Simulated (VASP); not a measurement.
Here is the system:

```yaml
crystal:
  lattice:
    - [3.88563, 0.00000, 0.00000]
    - [-1.94281, 3.36505, 0.00000]
    - [0.00000, 0.00000, 6.26833]
  atoms:
    - { symbol: Te, position: [0.00000, 0.00000, 0.00000] }
    - { symbol: Se, position: [0.33333, 0.66667, 0.25200] }
    - { symbol: Se, position: [0.66667, 0.33333, 0.74800] }
```

Level of theory: PBE GGA, VASP's PBE PAW potentials (set 64) (plane waves; VASP). Settings: 400 eV cut-off, KSPACING 0.5 per Å, Gaussian smearing of 0.050 eV, potentials Te Se.

Q: Give the force on each atom (eV/Å).

A: 
```
atom     Fx     Fy      Fz
----  -----  -----  ------
Te1   0.000  0.000   0.000
Se2   0.000  0.000   1.153
Se3   0.000  0.000  -1.153
```

Q: Give the stress tensor in GPa (positive for a compressed cell).

A: 
```
6.11  0.00  0.00
0.00  6.11  0.00
0.00  0.00  7.25
```
The pressure is its mean diagonal, 6.49 GPa.

The structure was generated: TeSe2 was put into the CdI2 type (P-3m1), which need not be its known phase. The cell was not relaxed at this level. The run is one of a series of settings (KGAMMA = .TRUE., KSPACING = 0.5, KPOINTS file removed against the base run), some of them coarse on purpose.
